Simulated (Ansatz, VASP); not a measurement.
**Si81C121 (amorphous Si0.40C0.60) in two plane-wave programs**

One calculation is typed for both programs; each brings its own data sets. How far apart do they land? Of the first pair: The structure shown is the start of the Ansatz relaxation below; VASP solves that cell, so the two are compared at the walk's first step.

Program: Ansatz 0.2.0. Level of theory: plane waves, with VASP 6.6.1 beside it; single point at PBEsol. Results are calculated unless marked as measured.

**1. The starting structure**

The cell holds 202 atoms: 81 Si and 121 C. Cell: a = 12.472 Å, b = 12.892 Å, c = 12.971 Å, α = 89.6°, β = 90.9°, γ = 89.8°. As first built, before any earlier steps moved the atoms (in the runner's words): 202 atoms (81 Si, 121 C) placed at random at 2.88 g/cm^3, melted at 4500 K for 10 ps at fixed volume with the Erhart-Albe potential (Erhart and Albe, Phys. Rev. B 71, 035211 (2005)). Quenched from 4500 K to 700 K at 100 K/ps and fixed volume, held 5 ps, then minimised at fixed cell.

**2. Ansatz: relaxation, PBEsol**

Ansatz runs on its PAW soft_1 files.

The two programs are compared at the cell with which this relaxation starts, whose forces are those of its first step.

Contents of input.yaml:

```yaml
crystal:
  lattice:
    - [12.47122, 0.02153, -0.09777]
    - [0.02131, 12.89189, 0.044]
    - [-0.09679, 0.044, 12.97042]
  atoms:
    - { symbol: Si, position: [0.19369, 0.2061, 0.2155] }
    - { symbol: Si, position: [0.92435, 0.86765, 0.17914] }
    - { symbol: Si, position: [0.64472, 0.48841, 0.26771] }
    - { symbol: Si, position: [0.57204, 0.85569, 0.92417] }
    - { symbol: Si, position: [0.31077, 0.21718, 0.97426] }
    - { symbol: Si, position: [0.55069, 0.63355, 0.99265] }
    - { symbol: Si, position: [0.03819, 0.47653, 0.62034] }
    - { symbol: Si, position: [0.40824, 0.82267, 0.07463] }
    - { symbol: Si, position: [0.59034, 0.71738, 0.4109] }
    - { symbol: Si, position: [0.60509, 0.87591, 0.58122] }
    - { symbol: Si, position: [0.38835, 0.86331, 0.24656] }
    - { symbol: Si, position: [0.35867, 0.03664, 0.28092] }
    - { symbol: Si, position: [0.06601, 0.72712, 0.00065] }
    - { symbol: Si, position: [0.88475, 0.23124, 0.84831] }
    - { symbol: Si, position: [0.07023, 0.25609, 0.07564] }
    - { symbol: Si, position: [0.68053, 0.10771, 0.60727] }
    - { symbol: Si, position: [0.45025, 0.04936, 0.00438] }
    - { symbol: Si, position: [0.86046, 0.18105, 0.51555] }
    - { symbol: Si, position: [0.41283, 0.76989, 0.48923] }
    - { symbol: Si, position: [0.77011, 0.57436, 0.92231] }
    - { symbol: Si, position: [0.40717, 0.42227, 0.17748] }
    - { symbol: Si, position: [0.46908, 0.44239, 0.46841] }
    - { symbol: Si, position: [0.6841, 0.39077, 0.07547] }
    - { symbol: Si, position: [0.18154, 0.584, 0.84033] }
    - { symbol: Si, position: [0.92746, 0.67503, 0.6029] }
    - { symbol: Si, position: [0.4841, 0.06323, 0.70879] }
    - { symbol: Si, position: [0.16373, 0.71545, 0.6111] }
    - { symbol: Si, position: [0.46667, 0.42493, 0.97787] }
    - { symbol: Si, position: [0.10414, 0.48772, 0.37459] }
    - { symbol: Si, position: [0.01944, 0.64742, 0.15656] }
[... 166 atom lines left out ...]
    - { symbol: C, position: [0.11877, 0.85633, 0.27798] }
    - { symbol: C, position: [0.10211, 0.93598, 0.63285] }
    - { symbol: C, position: [0.79708, 0.15796, 0.05109] }
    - { symbol: C, position: [0.27598, 0.24872, 0.724] }
    - { symbol: C, position: [0.60756, 0.23224, 0.78646] }
    - { symbol: C, position: [0.40933, 0.35486, 0.57237] }
kpoints:
  mp_grid: { grid: [1, 1, 1] }
hamiltonian:
  xc: pbesol
  pseudopotentials: { kind: paw, azcp: { folder: soft_1 }, xc_functional: pbe }
scf:
  occupations: { method: fermi_dirac, width: 0.05 }
output:
  forces: true
  eigenvalues: true
  stress: true
relax:
  f_tol: 0.05
  max_steps: 70
```

Run with:

```bash
ansatz run input.yaml --threads 8 --pin off --max-ram 15872MiB --backend cpu --events-out ev --progress --plain --runs-dir out
```

Numbers of over 12 decimals in the logs are rounded to 6 here.

Log:

```text
Warning: output.stress: scf.convergence.dr2_threshold = 1e-7 eV (the SCF's general default) is looser than the 1.08e-8 eV advised for a printed stress (1e-10 eV for each atom of the cell: 202, of which 108 are counted). What an SCF threshold leaves in a stress goes as its square root, and in the free energy as the threshold itself, and one threshold admits the most on a small cell: [figures from the program's tests c [...]
Engine: ansatz 0.2.0, aarch64-unknown-linux-gnu
Pseudopotentials: kind: paw
Pseudopotential: Si, paw, valence charge 4, recommended cutoff 420 eV (normal), soft_1/Si.paw.azcp
Pseudopotential: C, paw, valence charge 4, recommended cutoff 420 eV (normal), soft_1/C.paw.azcp
Functional definition: PBEsol
  exchange = pbesol_x
  correlation = pbesol_c
Crystal: 202 atoms, lattice volume = 2085.201 Å³
Basis set: ecut = 420 eV, 40749 PW (Γ), exchange–correlation on 180×180×180 points (8 copies of the dense FFT grid, shifted against one another)
Bands: 606, of which v1, the nominal top of the filled ones, is band 404 counted from 1 (403 counted from 0)
Symmetry: 1 space group operations
Space group: P1 (ITA 1), of the structure as read, at distance tolerance 1.3e-4 Å
k-points: 1
Non-local potential: Si, projectors of the file, l = 0: 2, l = 1: 2, l = 2: 1
Non-local potential: C, projectors of the file, l = 0: 2, l = 1: 2, l = 2: 1
PAW form: soft (Blöchl's): semilocal exchange-correlation on the pseudo side does not see the compensation charge
PAW frozen core: Si, regenerated for the run's functional, and the local potential with it (the file was generated under x = pbe(κ = 0.804, μ = 0.219515), c = pbe(β = 0.066725))
PAW frozen core: C, regenerated for the run's functional, and the local potential with it (the file was generated under x = pbe(κ = 0.804, μ = 0.219515), c = pbe(β = 0.066725))
PAW one-centre angular grid: Si, 110 points (default); XC on 64 Gauss nodes
PAW one-centre angular grid: C, 110 points (default); XC on 64 Gauss nodes
Initial density: superposition of atomic densities (chi_scale 0.1, normalization cell, long waves 3 % of neutral atoms (reshape's long-wave potential 1.03 eV rms, cloud 1.87 Å wide))
Initial wavefunctions: pseudopotential atomic-orbital guess
Functional: x = pbesol(κ = 0.804, μ = 0.123457), c = pbesol(β = 0.046)
SCF iter   1: F=—  HF=-80181.931882 eV  |F-HF|=—  |Δ(HF+E_count)|=         —  Δρ=1.05e-1  dr2=4.21e2  ethr=3.10e-3  ⟨swp⟩=7.0  Hψ=2819  notcnv=0  defer=96
preconditioner: auto → Kerker (q_TF=auto, 2.330 Å⁻¹)  [metal: Δε(μ)=0.085 eV  Ē_g=11.853 eV  σ=0.050 eV  W_gap=0.40  n_scr=456 (ndim 8)  ℏωp=23.1 eV  f_vac=0.000  D(μ)=21.19/eV (n_scr^D=80)]
SCF iter   2: F=—  HF=-80122.582942 eV  |F-HF|=—  |Δ(HF+E_count)|=    5.93e1  Δρ=5.67e-2  dr2=1.82e2  ethr=3.10e-3  ⟨swp⟩=3.0  Hψ=1141  notcnv=0  defer=171
preconditioner: auto → Resta (q_TF=auto, 2.330 Å⁻¹)  ε∞=4.9  [insulator: Δε(μ)=0.144 eV  Ē_g=11.648 eV  σ=0.050 eV  W_gap=0.61  n_scr=456 (ndim 8)  ℏωp=23.1 eV  f_vac=0.000  D(μ)=17.44/eV (n_scr^D=80)  ε∞_Penn≈4.9]
SCF iter   3: F=—  HF=-80088.910028 eV  |F-HF|=—  |Δ(HF+E_count)|=    3.37e1  Δρ=1.05e-2  dr2=3.62e0  ethr=3.10e-3  ⟨swp⟩=4.0  Hψ=1609  notcnv=0  defer=169
SCF iter   4: F=—  HF=-80088.397722 eV  |F-HF|=—  |Δ(HF+E_count)|=   5.12e-1  Δρ=4.01e-3  dr2=1.19e0  ethr=4.48e-4  ⟨swp⟩=5.0  Hψ=671  notcnv=0  defer=169
SCF iter   5: F=—  HF=-80088.341450 eV  |F-HF|=—  |Δ(HF+E_count)|=   5.63e-2  Δρ=1.67e-3  dr2=2.20e-1  ethr=1.47e-4  ⟨swp⟩=4.0  Hψ=713  notcnv=0  defer=169
SCF iter   6: F=—  HF=-80088.330791 eV  |F-HF|=—  |Δ(HF+E_count)|=   1.07e-2  Δρ=4.00e-4  dr2=5.96e-3  ethr=2.72e-5  ⟨swp⟩=2.0  Hψ=733  notcnv=0  defer=169
SCF iter   7: F=—  HF=-80088.333505 eV  |F-HF|=—  |Δ(HF+E_count)|=   2.71e-3  Δρ=1.16e-4  dr2=5.59e-4  ethr=7.38e-7  ⟨swp⟩=2.0  Hψ=936  notcnv=0  defer=169
SCF iter   8: F=—  HF=-80088.333702 eV  |F-HF|=—  |Δ(HF+E_count)|=   1.97e-4  Δρ=3.20e-5  dr2=5.37e-5  ethr=6.92e-8  ⟨swp⟩=2.0  Hψ=841  notcnv=0  defer=169
[...]
- { symbol: C, position: [0.915481, 0.573822, 0.320021] }
    - { symbol: C, position: [0.317635, 0.987687, 0.958672] }
    - { symbol: C, position: [0.882249, 0.674197, 0.299323] }
    - { symbol: C, position: [0.276073, 0.864170, 0.721165] }
    - { symbol: C, position: [0.588932, 0.339167, 0.839584] }
    - { symbol: C, position: [0.790918, 0.00816824, 0.277667] }
    - { symbol: C, position: [0.170647, 0.717624, 0.463616] }
    - { symbol: C, position: [0.940754, 0.487395, 0.504622] }
    - { symbol: C, position: [0.954539, 0.592778, 0.817112] }
    - { symbol: C, position: [0.225815, 0.358816, 0.700530] }
    - { symbol: C, position: [0.997006, 0.031898, 0.962433] }
    - { symbol: C, position: [0.472744, 0.395101, 0.833553] }
    - { symbol: C, position: [0.612525, 0.991182, 0.672847] }
    - { symbol: C, position: [0.303336, 0.568345, 0.598624] }
    - { symbol: C, position: [0.137347, 0.408387, 0.199834] }
    - { symbol: C, position: [0.849466, 0.478127, 0.096792] }
    - { symbol: C, position: [0.871637, 0.017197, 0.932703] }
    - { symbol: C, position: [0.960187, 0.425429, 0.733815] }
    - { symbol: C, position: [0.969825, 0.073361, 0.243110] }
    - { symbol: C, position: [0.893055, 0.724776, 0.199465] }
    - { symbol: C, position: [0.969028, 0.565818, 0.423378] }
    - { symbol: C, position: [0.197494, 0.188517, 0.786249] }
    - { symbol: C, position: [0.118774, 0.836205, 0.076852] }
    - { symbol: C, position: [0.055688, 0.636635, 0.773752] }
[...]
- { symbol: C, position: [0.00911337, 0.168869, 0.516109] }
    - { symbol: C, position: [0.137328, 0.358873, 0.613654] }
    - { symbol: C, position: [0.119052, 0.856085, 0.277824] }
    - { symbol: C, position: [0.100252, 0.934932, 0.633160] }
    - { symbol: C, position: [0.796372, 0.158133, 0.050979] }
    - { symbol: C, position: [0.276037, 0.249051, 0.724286] }
    - { symbol: C, position: [0.607750, 0.232301, 0.786108] }
    - { symbol: C, position: [0.408158, 0.354908, 0.571514] }
```

**3. VASP: single point, PBEsol, start cell, pair 1**

The same cell, functional, mesh and smearing now go to VASP, with its own data sets.

Lines of VASP's logs that name or quote its potential files are left out, and so is its time.

Contents of INCAR:

```
SYSTEM = Si81C121
PREC = Accurate
ENCUT = 520
EDIFF = 1E-06
NELM = 120
ISMEAR = -1
SIGMA = 0.05
LREAL = Auto
ALGO = Normal
GGA = PS
NBANDS = 545
LORBIT = 11
LWAVE = .FALSE.
LCHARG = .FALSE.
ISIF = 2
LASPH = .TRUE.
GGA_COMPAT = .FALSE.
EFERMI = MIDGAP
```

Contents of POSCAR:

```
Si81C121
1.0
   12.4712200000      0.0215300000     -0.0977700000
    0.0213100000     12.8918900000      0.0440000000
   -0.0967900000      0.0440000000     12.9704200000
Si C
81 121
Direct
    0.1936912770      0.2061022612      0.2155033296
    0.9243481562      0.8676475447      0.1791381487
    0.6447167044      0.4884109233      0.2677125237
    0.5720383222      0.8556868324      0.9241703789
    0.3107691390      0.2171785373      0.9742574291
    0.5506901055      0.6335507919      0.9926482517
    0.0381909556      0.4765308113      0.6203397094
    0.4082433530      0.8226665512      0.0746326352
    0.5903418955      0.7173820374      0.4109005659
    0.6050883830      0.8759071734      0.5812163041
    0.3883475226      0.8633094333      0.2465597199
    0.3586665579      0.0366367859      0.2809203411
    0.0660134464      0.7271199202      0.0006523195
    0.8847474520      0.2312403985      0.8483092437
    0.0702308257      0.2560881078      0.0756412353
    0.6805334732      0.1077133040      0.6072738101
    0.4502504501      0.0493576393      0.0043829923
    0.8604564423      0.1810510566      0.5155469584
    0.4128261628      0.7698937736      0.4892275414
    0.7701115576      0.5743562772      0.9223080001
    0.4071678683      0.4222673653      0.1774829989
    0.4690808246      0.4423936734      0.4684117176
    0.6841012790      0.3907689699      0.0754710138
    0.1815372295      0.5839963664      0.8403315432
    0.9274609776      0.6750293502      0.6029007980
    0.4841031291      0.0632328036      0.7087934330
    0.1637291451      0.7154487431      0.6111003386
    0.4666739227      0.4249280809      0.9778734901
    0.1041408477      0.4877233499      0.3745924976
    0.0194412913      0.6474219767      0.1565573210
[... 166 atom lines left out ...]
    0.1187740588      0.8563299577      0.2779812852
    0.1021076994      0.9359803973      0.6328476589
    0.7970815249      0.1579590581      0.0510916734
    0.2759774380      0.2487224418      0.7239964879
    0.6075566119      0.2322402055      0.7864573577
    0.4093294681      0.3548589667      0.5723720857
```

Contents of KPOINTS:

```
Automatic mesh
0
Gamma
1 1 1
0 0 0
```

The projector-augmented-wave data sets are Si and C (PBE family, release 64).

Run with:

```bash
export OMP_NUM_THREADS=3
mpirun -np 1 vasp_gam
```

Log:

```text
[banner, memory and clock lines left out]
running    1 mpi-ranks, on    1 nodes
[...]
Offloading initialized ...    1 GPUs detected
[...]
|                                                                             |
|               ----> ADVICE to this user running VASP <----                  |
|                                                                             |
|     You enforced a specific xc type in the INCAR file but a different       |
|     [... a line on the potential file left out ...]
|     I HOPE YOU KNOW WHAT YOU ARE DOING!                                     |
|                                                                             |

 LDA part: xc-table for (Slater+PW92), standard interpolation
 POSCAR, INCAR and KPOINTS ok, starting setup
[...]
entering main loop
       N       E                     dE             d eps       ncg     rms          rms(c)
DAV:   1     0.489943357803E+04    0.48994E+04   -0.42737E+05  1090   0.143E+03
DAV:   2    -0.103506315098E+04   -0.59345E+04   -0.55538E+04  1356   0.293E+02
DAV:   3    -0.163043436252E+04   -0.59537E+03   -0.58015E+03  1348   0.871E+01
DAV:   4    -0.164955865587E+04   -0.19124E+02   -0.18938E+02  1316   0.169E+01
[...]
DAV:  16    -0.153037526768E+04    0.54718E-05   -0.66740E-05  1292   0.119E-02    0.171E-02
DAV:  17    -0.153037526798E+04   -0.30506E-06   -0.25432E-05  1284   0.687E-03    0.580E-03
DAV:  18    -0.153037526827E+04   -0.28739E-06   -0.50654E-06  1100   0.307E-03
   1 F= -.15303753E+04 E0= -.15302905E+04  d E =-.169469E+00
```

From OUTCAR (step 3):

```text
  FREE ENERGIE OF THE ION-ELECTRON SYSTEM (eV)
  ---------------------------------------------------
  free  energy   TOTEN  =     -1530.3752682686 eV

  energy  without entropy=    -1530.2057994531  energy(sigma->0) =    -1530.29053386

[... 2 further parts left out ...]
[key lines of the parts left out:]
E-fermi :   8.3404
```

The run ends at a pressure of 2.52 GPa, with forces up to 0.46 eV/Å.

**4. Differences**

Known differences besides the potentials themselves: the cutoff is 420 eV in Ansatz and 520 eV in VASP (PREC = Accurate, projectors in real space); Ansatz makes its cores anew for this functional, VASP keeps those of its PBE data sets. Total energies have different zeros and are not compared.

Forces on 9 of the 202 atoms, those with the largest forces and the largest differences (eV/Å; atoms numbered as in POSCAR):

| atom | Ansatz x, y, z | VASP x, y, z |
| --- | --- | --- |
| C84 | 0.258, -0.036, 0.103 | 0.305, -0.019, 0.087 |
| C96 | -0.057, -0.011, -0.052 | -0.057, -0.073, -0.076 |
| C101 | -0.264, 0.071, -0.023 | -0.297, 0.080, -0.033 |
| C118 | -0.366, -0.199, 0.116 | -0.389, -0.230, 0.107 |
| C122 | 0.316, 0.169, -0.047 | 0.340, 0.173, -0.034 |
| C144 | -0.230, 0.004, 0.147 | -0.262, -0.007, 0.167 |
| C153 | -0.281, -0.140, -0.191 | -0.346, -0.166, -0.214 |
| C174 | 0.015, -0.255, -0.161 | 0.006, -0.299, -0.204 |
| C188 | -0.067, 0.037, 0.015 | -0.077, 0.102, 0.013 |

The forces differ by 16 meV/Å r.m.s., which is 18.0 % of the r.m.s. force of 0.090 eV/Å (both taken over all components).

(Continued in part 2 of 2.)

[Lines on the potential files, build, host, timing and source positions are cut from VASP's logs without a mark.]

[Logs are printed without paths, hosts, clocks, repeated set-up lines and the standing remarks that a program may print on its own settings, such as how far it seeks lower states.]

[Hosts, paths, dates, database ids (printed as entryN), source tags and the programs' standing remarks are cut or masked in the printed files.]
